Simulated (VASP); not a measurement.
# A VASP study of Si3N4 (LDA): structure first, properties next, part 2 of 7

Wanted: the relaxed cell of Si3N4 and its properties. The start is a cell from a database of measured crystal structures.

VASP 6.6.1; LDA; plane waves and PAW (Si, N).

So far, gap on the k-mesh (eV): step 2 (relaxing cell and atoms (LDA)) 4.23. The relaxed cell has a = 7.577, c = 2.893 Å (conventional setting).

### 3. Second relaxation

The basis stayed that of the start cell while the cell moved. A rerun from the cell reached resets it; the error of the finite cutoff stays.

Contents of INCAR:

```
SYSTEM = Si3N4
PREC = Accurate
ENCUT = 520
EDIFF = 1E-06
NELM = 100
ISMEAR = 0
SIGMA = 0.05
LREAL = .FALSE.
ALGO = Normal
GGA = CA
NBANDS = 46
LORBIT = 11
LWAVE = .FALSE.
LCHARG = .FALSE.
KPAR = 8
IBRION = 2
NSW = 60
ISIF = 3
EDIFFG = -0.01
```

Contents of POSCAR:

```
Si3N4
1.0
    7.5771658243      0.0000000015      0.0000000000
   -3.7885829134      6.5620180918      0.0000000000
    0.0000000000      0.0000000000      2.8929258871
Si N
6 8
Direct
    0.7674982124      0.1739084410      0.2500000000
    0.5935897713      0.7674982124      0.7500000000
    0.8260915590      0.5935897713      0.2500000000
    0.2325017876      0.8260915590      0.7500000000
    0.4064102287      0.2325017876      0.2500000000
    0.1739084410      0.4064102287      0.7500000000
    0.0295514522      0.3302420085      0.2500000000
    0.6993094437      0.0295514522      0.7500000000
    0.6697579915      0.6993094437      0.2500000000
    0.9704485478      0.6697579915      0.7500000000
    0.3006905563      0.9704485478      0.2500000000
    0.3302420085      0.3006905563      0.7500000000
    0.6666666667      0.3333333333      0.2500000000
    0.3333333333      0.6666666667      0.7500000000
```

Contents of KPOINTS:

```
Automatic mesh
0
Gamma
4 4 9
0 0 0
```

PAW data sets: Si and N (LDA family, release 64).

Command:

```bash
$ mpirun -np 8 vasp_std
```

Output:

```text
[banner, memory and clock lines left out]
running    8 mpi-ranks, on    1 nodes
 distrk:  each k-point on    1 cores,    8 groups
 distr:  one band on    1 cores,    1 groups

 POSCAR found type information on POSCAR SiN
 POSCAR found :  2 types and      14 ions
 [... a notice as in an earlier step ...]

 LDA part: xc-table for (Slater(with rela. corr.)+CA(PZ))
 , standard interpolation
 POSCAR, INCAR and KPOINTS ok, starting setup
 FFT: planning ... GRIDC
 FFT: planning ... GRID_SOFT
 FFT: planning ... GRID
 WAVECAR not read
 entering main loop
       N       E                     dE             d eps       ncg     rms          rms(c)
DAV:   1     0.264076626386E+03    0.26408E+03   -0.31959E+04  1840   0.129E+03
DAV:   2    -0.123384772922E+03   -0.38746E+03   -0.36642E+03  2368   0.263E+02
DAV:   3    -0.144614814977E+03   -0.21230E+02   -0.21091E+02  2352   0.645E+01
DAV:   4    -0.144907251025E+03   -0.29244E+00   -0.29162E+00  2328   0.813E+00
DAV:   5    -0.144913814331E+03   -0.65633E-02   -0.65594E-02  2260   0.118E+00    0.304E+01
DAV:   6    -0.127062999514E+03    0.17851E+02   -0.62301E+01  2188   0.310E+01    0.144E+01
DAV:   7    -0.126737753672E+03    0.32525E+00   -0.30513E+00  2392   0.638E+00    0.615E+00
DAV:   8    -0.126570767652E+03    0.16699E+00   -0.18648E-01  2218   0.199E+00    0.229E+00
DAV:   9    -0.126537801279E+03    0.32966E-01   -0.36496E-02  2312   0.909E-01    0.284E-01
DAV:  10    -0.126538226400E+03   -0.42512E-03   -0.30535E-03  2290   0.251E-01    0.167E-01
DAV:  11    -0.126538271956E+03   -0.45555E-04   -0.37244E-04  2152   0.975E-02    0.399E-02
DAV:  12    -0.126538272363E+03   -0.40706E-06   -0.34316E-05  2360   0.254E-02    0.170E-02
DAV:  13    -0.126538272078E+03    0.28514E-06   -0.61393E-06  2112   0.129E-02
   1 F= -.12653827E+03 E0= -.12653827E+03  d E =-.126538E+03
 curvature:   0.00 expect dE= 0.000E+00 dE for cont linesearch  0.000E+00
 trial: gam= 0.00000 g(F)=  0.447E-04 g(S)=  0.247E-04 ort = 0.000E+00 (trialstep = 0.100E+01)
 search vector abs. value=  0.694E-04
 reached required accuracy - stopping structural energy minimisation
```

Wall time 39 s (8 MPI ranks of AMD EPYC 7R43, shared host); peak memory 2 GiB; 5 min of CPU time.

Parts of OUTCAR (step 3):

```text
  LATTYP: Found a hexagonal cell.
 ALAT       =     7.5771658243
 C/A-ratio  =     0.3817952456

 Found     20 irreducible k-points:

   dimension x,y,z NGX =    56 NGY =   56 NGZ =   24
   dimension x,y,z NGXF=   112 NGYF=  112 NGZF=   48

   ENCUT  =  520.0 eV  38.22 Ry    6.18 a.u.  14.09 14.09  5.38*2*pi/ulx,y,z

   NELECT =      64.0000    total number of electrons

 E-fermi :   6.9745

 k-point     1 :       0.0000    0.0000    0.0000
  band No.  band energies     occupation
    ...
     28       5.4223      2.00000
     29       5.4223      2.00000
     30       6.2712      2.00000
     31       6.3725      2.00000
     32       6.5504      2.00000
     33      10.9606      0.00000
     34      11.4351      0.00000
     35      11.5986      0.00000
     36      11.5986      0.00000
     37      11.9335      0.00000
    ...

 k-point     2 :       0.2500    0.0000    0.0000
  band No.  band energies     occupation
    ...
     28       5.1389      2.00000
     29       5.3718      2.00000
     30       6.1935      2.00000
     31       6.3288      2.00000
     32       6.5324      2.00000
     33      11.1098      0.00000
     34      11.4463      0.00000
     35      11.6207      0.00000
     36      11.7013      0.00000
     37      12.1245      0.00000
    ...

  Total        0.0482452      0.0482452     -0.0501489     -0.0000000      0.0000000      0.0000000
  in kB        0.5373821      0.5373821     -0.5585860     -0.0000001      0.0000000      0.0000000
  external PRESSURE =       0.1720594 kB  Pullay stress =       0.0000000 kB

  energy-cutoff  :      520.00
  volume of cell :      143.84
      direct lattice vectors                 reciprocal lattice vectors
     7.577165824  0.000000001  0.000000000     0.131975467  0.076196072  0.000000000
    -3.788582913  6.562018092  0.000000000    -0.000000000  0.152392143  0.000000000
     0.000000000  0.000000000  2.892925887     0.000000000  0.000000000  0.345670798

 POSITION                                       TOTAL-FORCE (eV/Angst)
 -----------------------------------------------------------------------------------
      5.15659      1.14119      0.72323         0.005484     -0.007603      0.000000
      1.59000      5.03634      2.16969         0.009326      0.000948      0.000000
      4.01057      3.89515      0.72323         0.003842      0.008551      0.000000
     -1.36801      5.42083      2.16969        -0.005484      0.007603      0.000000
      2.19859      1.52568      0.72323        -0.009326     -0.000948      0.000000
     -0.22199      2.66687      2.16969        -0.003842     -0.008551      0.000000
     -1.02723      2.16705      0.72323         0.001369     -0.008047      0.000000
      5.18683      0.19392      2.16969         0.007653     -0.002838     -0.000000
      2.42548      4.58888      0.72323         0.006284      0.005209      0.000000
      4.81582      4.39496      2.16969        -0.001369      0.008047     -0.000000
     -1.39824      6.36810      0.72323        -0.007653      0.002838     -0.000000
      1.36311      1.97314      2.16969        -0.006284     -0.005209      0.000000
      3.78858      2.18734      0.72323        -0.000000      0.000000     -0.000000
     -0.00000      4.37468      2.16969        -0.000000      0.000000     -0.000000
 -----------------------------------------------------------------------------------
    total drift:                                0.000000     -0.000000      0.000000

  FREE ENERGIE OF THE ION-ELECTRON SYSTEM (eV)
  ---------------------------------------------------
  free  energy   TOTEN  =      -126.5382720776 eV

  energy  without entropy=     -126.5382720776  energy(sigma->0) =     -126.53827208

 total charge
# of ion       s       p       d       tot
------------------------------------------
    1        0.684   1.001   0.000   1.685
    2        0.684   1.001   0.000   1.685
    3        0.684   1.001   0.000   1.685
    4        0.684   1.001   0.000   1.685
    5        0.684   1.001   0.000   1.685
    6        0.684   1.001   0.000   1.685
    7        1.209   2.712   0.000   3.921
    8        1.209   2.712   0.000   3.921
    9        1.209   2.712   0.000   3.921
   10        1.209   2.712   0.000   3.921
   11        1.209   2.712   0.000   3.921
   12        1.209   2.712   0.000   3.921
   13        1.213   2.725   0.000   3.938
   14        1.213   2.725   0.000   3.938
--------------------------------------------------
tot         13.786  27.723   0.000  41.509

[... 5 parts as in an earlier step ...]

[... 6 further parts left out ...]
```

CONTCAR:

```
Si3N4
   1.00000000000000
     7.5771658242999997    0.0000000015000000    0.0000000000000000
    -3.7885829134000000    6.5620180917999997    0.0000000000000000
     0.0000000000000000    0.0000000000000000    2.8929258871000001
  Si              N
     6     8
Direct
     0.7674982123999996    0.1739084410000018    0.2500000000000000
     0.5935897713000031    0.7674982123999996    0.7500000000000000
     0.8260915589999982    0.5935897713000031    0.2500000000000000
     0.2325017876000004    0.8260915589999982    0.7500000000000000
     0.4064102286999969    0.2325017876000004    0.2500000000000000
     0.1739084410000018    0.4064102286999969    0.7500000000000000
     0.0295514522000033    0.3302420085000008    0.2500000000000000
     0.6993094437000025    0.0295514522000033    0.7500000000000000
     0.6697579914999992    0.6993094437000025    0.2500000000000000
     0.9704485477999967    0.6697579914999992    0.7500000000000000
     0.3006905562999975    0.9704485477999967    0.2500000000000000
     0.3302420085000008    0.3006905562999975    0.7500000000000000
     0.6666666667000030    0.3333333332999970    0.2500000000000000
     0.3333333332999970    0.6666666667000030    0.7500000000000000
```

Little changed from the start: no atom moved by 0.005 Å and no cell edge by 0.1 %.

Numbers from this step:

```
free energy (TOTEN)             : -126.5383 eV
Fermi energy                    : 6.974 eV
pressure                        : 0.01721 GPa
SCF cycles over all ionic steps : 13
least direct gap on the k-mesh  : 4.410 eV
```

It ends with a largest force of 0.009 eV/Å and a pressure of 0.02 GPa. The volume moved by under 0.01 %: the run met its threshold at the first step.

### 4. Density, ELF and potential (LDA)

The relaxed cell gets a fresh self-consistent run, on a basis set for its own volume, to fix the density and to check the remaining stress.

Changes to INCAR since step 3:

```diff
@@ -13,7 +13,5 @@
 LWAVE = .FALSE.
-LCHARG = .FALSE.
-KPAR = 8
-IBRION = 2
-NSW = 60
-ISIF = 3
-EDIFFG = -0.01
+LCHARG = .TRUE.
+ISIF = 2
+LELF = .TRUE.
+LVHAR = .TRUE.
```

POSCAR is that of step 3.

KPOINTS is that of step 3.

Command:

```bash
$ mpirun -np 8 vasp_std
```

Output:

```text
[banner, memory and clock lines left out]
running    8 mpi-ranks, on    1 nodes
 distrk:  each k-point on    8 cores,    1 groups
 distr:  one band on    1 cores,    8 groups

 POSCAR found type information on POSCAR SiN
 POSCAR found :  2 types and      14 ions
 [... a notice as in an earlier step ...]

 LDA part: xc-table for (Slater(with rela. corr.)+CA(PZ))
 , standard interpolation
|                                                                             |
|           W    W    AA    RRRRR   N    N  II  N    N   GGGG   !!!           |
|           W    W   A  A   R    R  NN   N  II  NN   N  G    G  !!!           |
|           W    W  A    A  R    R  N N  N  II  N N  N  G       !!!           |
|           W WW W  AAAAAA  RRRRR   N  N N  II  N  N N  G  GGG   !            |
|           WW  WW  A    A  R   R   N   NN  II  N   NN  G    G                |
|           W    W  A    A  R    R  N    N  II  N    N   GGGG   !!!           |
|                                                                             |
|     The number of bands has been changed from the values supplied in        |
|     The orbitals not found in the WAVECAR file will be initialized with     |
|     random numbers, which is usually adequate. For correlated               |
|     calculations, however, you should redo the groundstate calculation.     |
|     I found NBANDS = 46. Now, NBANDS = 48.                                  |
|                                                                             |

 POSCAR, INCAR and KPOINTS ok, starting setup
 FFT: planning ... GRIDC
 FFT: planning ... GRID_SOFT
 FFT: planning ... GRID
 WAVECAR not read
 entering main loop
       N       E                     dE             d eps       ncg     rms          rms(c)
DAV:   1     0.246981780039E+03    0.24698E+03   -0.31469E+04  1936   0.123E+03
DAV:   2    -0.124955166027E+03   -0.37194E+03   -0.35271E+03  2464   0.254E+02
DAV:   3    -0.144658136402E+03   -0.19703E+02   -0.19564E+02  2480   0.599E+01
DAV:   4    -0.144908474196E+03   -0.25034E+00   -0.24968E+00  2456   0.734E+00
DAV:   5    -0.144913867185E+03   -0.53930E-02   -0.53906E-02  2416   0.104E+00    0.304E+01
DAV:   6    -0.127041892549E+03    0.17872E+02   -0.58442E+01  2352   0.297E+01    0.146E+01
DAV:   7    -0.126740845584E+03    0.30105E+00   -0.33037E+00  2480   0.639E+00    0.614E+00
DAV:   8    -0.126573831857E+03    0.16701E+00   -0.20023E-01  2368   0.199E+00    0.238E+00
DAV:   9    -0.126537792486E+03    0.36039E-01   -0.39733E-02  2440   0.919E-01    0.292E-01
DAV:  10    -0.126538222149E+03   -0.42966E-03   -0.26902E-03  2384   0.225E-01    0.161E-01
DAV:  11    -0.126538279374E+03   -0.57225E-04   -0.33792E-04  2312   0.899E-02    0.339E-02
DAV:  12    -0.126538271738E+03    0.76359E-05   -0.27430E-05  2496   0.217E-02    0.175E-02
DAV:  13    -0.126538272096E+03   -0.35823E-06   -0.50165E-06  2264   0.103E-02
   1 F= -.12653827E+03 E0= -.12653827E+03  d E =-.234027E-12
```

Run time: 48 s. Hardware: 8 MPI ranks; peak memory 0.9 GiB.

Parts of OUTCAR (step 4):

```text
 Found     20 irreducible k-points:

   k-points           NKPTS =     20   k-points in BZ     NKDIM =     20   number of bands    NBANDS=     48

   NELECT =      64.0000    total number of electrons

 E-fermi :   6.9654

 k-point     1 :       0.0000    0.0000    0.0000
  band No.  band energies     occupation
    ...
     28       5.4223      2.00000
     29       5.4223      2.00000
     30       6.2711      2.00000
     31       6.3726      2.00000
     32       6.5503      2.00000
     33      10.9607      0.00000
     34      11.4352      0.00000
     35      11.5987      0.00000
     36      11.5987      0.00000
     37      11.9336      0.00000
    ...

 k-point     2 :       0.2500    0.0000    0.0000
  band No.  band energies     occupation
    ...
     28       5.1389      2.00000
     29       5.3718      2.00000
     30       6.1936      2.00000
     31       6.3287      2.00000
     32       6.5323      2.00000
     33      11.1098      0.00000
     34      11.4464      0.00000
     35      11.6207      0.00000
     36      11.7014      0.00000
     37      12.1246      0.00000
    ...

  Total        0.0442065      0.0442065     -0.0515026     -0.0000000     -0.0000000      0.0000000
  in kB        0.4923971      0.4923971     -0.5736647     -0.0000001     -0.0000000      0.0000000
  external PRESSURE =       0.1370432 kB  Pullay stress =       0.0000000 kB

 POSITION                                       TOTAL-FORCE (eV/Angst)
 -----------------------------------------------------------------------------------
      5.15659      1.14119      0.72323         0.005345     -0.007493     -0.000000
      1.59000      5.03634      2.16969         0.009161      0.000883     -0.000000
      4.01057      3.89515      0.72323         0.003816      0.008375     -0.000000
     -1.36801      5.42083      2.16969        -0.005345      0.007493     -0.000000
      2.19859      1.52568      0.72323        -0.009161     -0.000883     -0.000000
     -0.22199      2.66687      2.16969        -0.003816     -0.008375      0.000000
     -1.02723      2.16705      0.72323         0.001400     -0.008030     -0.000000
      5.18683      0.19392      2.16969         0.007654     -0.002802     -0.000000
      2.42548      4.58888      0.72323         0.006254      0.005228      0.000000
      4.81582      4.39496      2.16969        -0.001400      0.008030      0.000000
     -1.39824      6.36810      0.72323        -0.007654      0.002802      0.000000
      1.36311      1.97314      2.16969        -0.006254     -0.005228     -0.000000
      3.78858      2.18734      0.72323        -0.000000     -0.000000     -0.000000
     -0.00000      4.37468      2.16969         0.000000     -0.000000      0.000000
 -----------------------------------------------------------------------------------
    total drift:                                0.000000     -0.000000      0.000000

  FREE ENERGIE OF THE ION-ELECTRON SYSTEM (eV)
  ---------------------------------------------------
  free  energy   TOTEN  =      -126.5382720963 eV

  energy  without entropy=     -126.5382720963  energy(sigma->0) =     -126.53827210

[... 9 parts as in an earlier step ...]

[... 5 further parts left out ...]
```

This step gave:

```yaml
scf_cycles: 13
bands: 48
fermi_energy: 6.965 eV
pressure: 0.01370 GPa
```

Valence electrons inside each PAW sphere by angular momentum. Sphere charges, by row:

| atom | s (e) | p (e) | d (e) | tot (e) |
| --- | --- | --- | --- | --- |
| Si1 | 0.684 | 1.001 | 0 | 1.685 |
| Si2 | 0.684 | 1.001 | 0 | 1.685 |
| Si3 | 0.684 | 1.001 | 0 | 1.685 |
| Si4 | 0.684 | 1.001 | 0 | 1.685 |
| Si5 | 0.684 | 1.001 | 0 | 1.685 |
| Si6 | 0.684 | 1.001 | 0 | 1.685 |
| N7 | 1.209 | 2.712 | 0 | 3.921 |
| N8 | 1.209 | 2.712 | 0 | 3.921 |
| N9 | 1.209 | 2.712 | 0 | 3.921 |
| N10 | 1.209 | 2.712 | 0 | 3.921 |
| N11 | 1.209 | 2.712 | 0 | 3.921 |
| N12 | 1.209 | 2.712 | 0 | 3.921 |
| N13 | 1.213 | 2.725 | 0 | 3.938 |
| N14 | 1.213 | 2.725 | 0 | 3.938 |

ELF in the ab plane at fractional z = 0.250, with atoms of Si and N within 0.2 Å of it. It is the smooth field of the valence electrons, not physical close to the nuclei.

Values, 11 rows by 16 columns, each cell a mean:
```
0.01 0.14 0.59 0.80 0.50 0.59 0.72 0.30 0.04 0.06 0.08 0.07 0.08 0.09 0.06 0.02
0.03 0.10 0.45 0.68 0.64 0.45 0.18 0.04 0.03 0.10 0.28 0.49 0.61 0.54 0.22 0.05
0.09 0.05 0.12 0.19 0.12 0.06 0.05 0.05 0.15 0.53 0.66 0.66 0.83 0.65 0.24 0.16
0.14 0.05 0.03 0.04 0.06 0.08 0.06 0.07 0.45 0.76 0.50 0.67 0.83 0.35 0.16 0.26
0.08 0.05 0.05 0.05 0.06 0.06 0.04 0.12 0.57 0.75 0.72 0.62 0.32 0.09 0.15 0.20
0.38 0.54 0.44 0.20 0.07 0.03 0.03 0.06 0.14 0.19 0.33 0.63 0.76 0.47 0.15 0.12
0.72 0.69 0.71 0.35 0.07 0.08 0.15 0.15 0.25 0.53 0.65 0.68 0.77 0.38 0.23 0.64
0.43 0.68 0.56 0.12 0.10 0.22 0.19 0.19 0.76 0.82 0.45 0.67 0.73 0.36 0.73 0.79
0.76 0.52 0.12 0.08 0.19 0.15 0.10 0.25 0.63 0.67 0.75 0.68 0.26 0.38 0.81 0.82
0.25 0.06 0.04 0.18 0.45 0.70 0.76 0.45 0.14 0.19 0.25 0.14 0.11 0.20 0.33 0.35
0.01 0.04 0.26 0.65 0.77 0.68 0.82 0.59 0.09 0.12 0.23 0.24 0.18 0.10 0.04 0.02
```
Columns run along a (7.6 Å), rows up along b (7.6 Å). Atoms in or near the plane, at fractional coordinates: Si at (0.77, 0.17), Si at (0.83, 0.59), Si at (0.41, 0.23), N at (0.03, 0.33), N at (0.67, 0.70), N at (0.30, 0.97), N at (0.67, 0.33).

Electrostatic potential energy in the ab plane at fractional z = 0.250, with atoms of Si and N within 0.2 Å of it. With pseudopotentials it is smooth inside the atoms' cores, unlike the true potential.

Ten even steps from '_' (-80 eV) to '@' (5 eV), each cell a mean:
```
@@@@@@@@%%======%%@@@@@@@@@@@@@@@@@@@@@@@@
@@@@@@@@%%====##@@@@@@@@@@@@@@@@@@@@@@@@@@
@@@@@@@@%%%%%%@@@@@@@@@@@@@@@@@@@@@@@@@@@@
@@@@@@@@@@@@@@@@@@@@@@@@@@@@%%%%@@@@@@@@@@
@@@@@@@@@@@@@@@@@@@@@@@@@@##====%%@@@@%%@@
@@@@@@@@@@@@@@@@@@@@@@@@##======%%##**##%%
@@@@@@@@@@@@@@@@@@@@@@@@**--==****::..==%%
@@@@@@@@@@@@@@@@@@@@@@@@%%**####::____--%%
@@@@@@@@@@@@@@@@@@@@@@@@@@@@%%++____..**@@
@@@@@@@@@@@@@@@@@@@@@@@@@@@@%%++::--**%%@@
@@@@@@@@@@@@@@@@@@@@@@@@@@@@%%%%##%%@@@@@@
%%**##%%@@@@@@@@@@@@@@@@@@%%**++%%@@@@@@@@
==--++%%@@@@@@@@%%####%%%%====--%%@@@@@@##
====##@@@@@@@@##==::==##**--==++%%%%%%%%==
++##@@@@@@@@%%--____::##**++**##==--**##++
@@@@@@@@@@%%**..____++%%%%%%##::____++%%%%
@@@@@@@@@@%%**::::++%%@@@@%%==____..**@@@@
@@@@@@@@@@%%##**##%%@@@@@@##==__::**%%@@@@
@@@@@@@@@@@@##**%%@@@@@@@@%%****##%%@@@@@@
@@@@@@@@@@##----**@@@@@@@@@@%%%%@@@@@@@@@@
```
Columns run along a (7.6 Å; values clipped at the 3rd and 97th percentile), rows up along b (7.6 Å). Atoms in or near the plane, at fractional coordinates: Si at (0.77, 0.17), Si at (0.83, 0.59), Si at (0.41, 0.23), N at (0.03, 0.33), N at (0.67, 0.70), N at (0.30, 0.97), N at (0.67, 0.33).

Valence density in the ab plane at fractional z = 0.250, with atoms of Si and N within 0.2 Å of it. It is the smooth field of the valence electrons, not physical close to the nuclei.

Values in e/Å³, 11 rows by 16 columns, each cell a mean:
```
0.0 0.0 0.3 1.4 3.2 2.6 0.8 0.1 0.1 0.1 0.1 0.1 0.1 0.1 0.0 0.0
0.0 0.1 0.3 0.8 0.9 0.4 0.1 0.1 0.1 0.1 0.2 0.4 0.4 0.2 0.1 0.0
0.1 0.1 0.1 0.2 0.1 0.1 0.1 0.1 0.2 0.6 1.8 2.6 1.3 0.4 0.2 0.2
0.2 0.1 0.1 0.1 0.1 0.1 0.1 0.1 0.4 1.6 3.2 2.6 1.1 0.3 0.2 0.3
0.1 0.1 0.1 0.1 0.1 0.1 0.1 0.1 0.3 0.7 0.9 0.7 0.3 0.0 0.2 0.2
0.2 0.4 0.3 0.2 0.1 0.1 0.1 0.1 0.1 0.2 0.3 0.7 0.8 0.4 0.2 0.1
2.0 2.3 1.0 0.3 0.1 0.1 0.1 0.2 0.2 0.6 1.8 2.6 1.3 0.3 0.2 0.6
3.4 2.1 0.5 0.1 0.1 0.3 0.2 0.2 0.7 1.9 3.3 2.6 0.9 0.4 0.8 2.2
0.8 0.3 0.1 0.1 0.2 0.2 0.0 0.3 0.6 0.9 1.0 0.7 0.2 0.3 0.8 1.1
0.1 0.0 0.0 0.1 0.3 0.7 0.7 0.4 0.2 0.2 0.3 0.2 0.1 0.2 0.2 0.1
0.0 0.0 0.1 0.4 1.7 2.7 1.5 0.4 0.1 0.1 0.2 0.3 0.2 0.1 0.0 0.0
```
Columns run along a (7.6 Å), rows up along b (7.6 Å). Atoms in or near the plane, at fractional coordinates: Si at (0.77, 0.17), Si at (0.83, 0.59), Si at (0.41, 0.23), N at (0.03, 0.33), N at (0.67, 0.70), N at (0.30, 0.97), N at (0.67, 0.33).

In this run the pressure is 0.01 GPa, small enough to go on; single stress components reach 0.06 GPa.

[end of part 2 of 7]

[Lines on the potential files, build, host, timing and source positions are cut from VASP's logs without a mark.]

[Logs are printed without paths, hosts, clocks, repeated set-up lines and the standing remarks that a program may print on its own settings, such as how far it seeks lower states.]

[Hosts, paths, dates, database ids (printed as entryN), source tags and the programs' standing remarks are cut or masked in the printed files.]

[A measured line is paired with the nearest computed mode of its activity, which favours agreement.]

[In band tables of VASP the shares of atoms and orbitals are scaled to a sum of 1 inside the atoms' spheres.]
